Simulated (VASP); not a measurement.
Method: optB86b-vdW, VASP's PBE PAW potentials (set 64) (plane waves; VASP).

The input files of a VASP run:

### KPOINTS
```
Automatic mesh
0
Gamma
 6 6 3
0 0 0
```

File POSCAR:
```
CdSe
1.0
  2.1764899533  -3.7697909361   0.0000000000
  2.1764899533   3.7697909361   0.0000000000
  0.0000000000   0.0000000000   7.0945279615
Cd Se
2 2
Cart
  2.1764899533  -1.2565994919   3.5476193606
  2.1764899533   1.2565994919   0.0003553798
  2.1764899533  -1.2565994919   6.2144511145
  2.1764899533   1.2565994919   2.6671871337
```

**INCAR**
```
! general
SYSTEM   = CdSe
PREC     = Accurate
ENCUT    = 520   ! plane-wave cut-off (eV)
LREAL    = .FALSE.   ! projection in real space or not
LASPH    = .TRUE.

! electronic loop
EDIFF    = 1E-7   ! SCF stop (eV)
NELM     = 100   ! most electronic steps
ALGO     = Normal   ! blocked Davidson
LMAXMIX  = 4   ! l cut-off of mixed one-centre charges

! smearing
ISMEAR   = 0
SIGMA    = 0.05

! functional
GGA      = MK
LUSE_VDW = .TRUE.
AGGAC    = 0.0
PARAM1   = 0.1234
PARAM2   = 1.0

! ions
IBRION   = 2   ! conjugate gradients
NSW      = 30
ISIF     = 4   ! ions and shape, fixed volume
EDIFFG   = -0.01   ! ionic stop

! output
LWAVE    = .FALSE.
LCHARG   = .FALSE.
```

POTCAR, in this order: Cd Se (PBE.64 set). Program: vasp_std.

Output of the run:

**OSZICAR**
```
       N       E                     dE             d eps       ncg     rms          rms(c)
DAV:   1     0.249627075734E+03    0.24963E+03   -0.17089E+04   616   0.146E+03
DAV:   2     0.107547335849E+02   -0.23887E+03   -0.23451E+03   682   0.348E+02
DAV:   3    -0.200522676654E+01   -0.12760E+02   -0.12714E+02   736   0.804E+01
DAV:   4    -0.211988868510E+01   -0.11466E+00   -0.11461E+00   688   0.738E+00
DAV:   5    -0.212088601452E+01   -0.99733E-03   -0.99730E-03   736   0.636E-01    0.824E+00
DAV:   6    -0.138347594334E+01    0.73741E+00   -0.17417E+00   752   0.130E+01    0.650E+00
DAV:   7    -0.135579479641E+01    0.27681E-01   -0.55902E-01   688   0.414E+00    0.269E+00
DAV:   8    -0.135439226924E+01    0.14025E-02   -0.59444E-02   682   0.272E+00    0.339E-01
DAV:   9    -0.135399359212E+01    0.39868E-03   -0.93582E-03   712   0.122E+00    0.109E-01
DAV:  10    -0.135407177804E+01   -0.78186E-04   -0.89736E-04   664   0.361E-01    0.722E-02
DAV:  11    -0.135414619370E+01   -0.74416E-04   -0.21818E-04   652   0.108E-01    0.218E-02
DAV:  12    -0.135412236319E+01    0.23831E-04   -0.10980E-04   730   0.104E-01    0.667E-03
DAV:  13    -0.135412401697E+01   -0.16538E-05   -0.13666E-05   700   0.221E-02    0.762E-03
DAV:  14    -0.135412360405E+01    0.41292E-06   -0.14561E-06   730   0.763E-03    0.306E-03
DAV:  15    -0.135412375095E+01   -0.14690E-06   -0.16309E-07   540   0.244E-03    0.990E-04
DAV:  16    -0.135412380390E+01   -0.52954E-07   -0.48142E-08   446   0.155E-03
   1 F= -.13541238E+01 E0= -.13541238E+01  d E =-.135412E+01
       N       E                     dE             d eps       ncg     rms          rms(c)
DAV:   1    -0.135441489536E+01   -0.29114E-03   -0.11627E-02   628   0.788E-01    0.799E-02
DAV:   2    -0.135425339683E+01    0.16150E-03   -0.22501E-04   718   0.152E-01    0.425E-02
DAV:   3    -0.135417780946E+01    0.75587E-04   -0.14508E-04   688   0.965E-02    0.135E-02
DAV:   4    -0.135417746749E+01    0.34196E-06   -0.18364E-05   676   0.389E-02    0.747E-03
DAV:   5    -0.135417720240E+01    0.26510E-06   -0.65727E-07   712   0.728E-03    0.234E-03
DAV:   6    -0.135417723312E+01   -0.30721E-07   -0.14176E-07   396   0.283E-03
   2 F= -.13541772E+01 E0= -.13541772E+01  d E =-.534292E-04
```

### OUTCAR
```
------------------------ aborting loop because EDIFF is reached ----------------------------------------
  FORCE on cell =-STRESS in cart. coord.  units (eV):
  Direction    XX          YY          ZZ          XY          YZ          ZX
  --------------------------------------------------------------------------------------
  Total       -0.0250474     -0.0250474      0.0054433      0.0000000      0.0000000      0.0000000
  in kB       -0.3447033     -0.3447032      0.0749105      0.0000000      0.0000000      0.0000000
  external PRESSURE =      -0.2048320 kB  Pullay stress =       0.0000000 kB
  volume of cell :      116.42
      direct lattice vectors                 reciprocal lattice vectors
     2.175627192 -3.768296590  0.000000000     0.229818786 -0.132685947  0.000000000
     2.175627192  3.768296590  0.000000000     0.229818786  0.132685947  0.000000000
    -0.000000000  0.000000000  7.100155854     0.000000000  0.000000000  0.140841979
  FREE ENERGIE OF THE ION-ELECTRON SYSTEM (eV)
  ---------------------------------------------------
  free  energy   TOTEN  =        -1.3541772331 eV

  energy  without entropy=       -1.3541772331  energy(sigma->0) =       -1.35417723

 reached required accuracy - stopping structural energy minimisation
```
(Selected blocks of OUTCAR.)

CONTCAR:
```
CdSe
   1.00000000000000
     2.1756271918384842   -3.7682965897971119    0.0000000000000000
     2.1756271918384842    3.7682965897971119    0.0000000000000000
    -0.0000000000000000    0.0000000000000000    7.1001558543588263
  Cd              Se
     2     2
Direct
     0.6666669999999968    0.3333330000000032    0.5000645478505242
     0.3333330000000032    0.6666669999999968    0.0000645478505242
     0.6666669999999968    0.3333330000000032    0.8759354521494734
     0.3333330000000032    0.6666669999999968    0.3759354521494734
```

The compound is CdSe in the wurtzite structure. This run relaxes it. Symmetry was kept, so distortions that lower it aren't found.
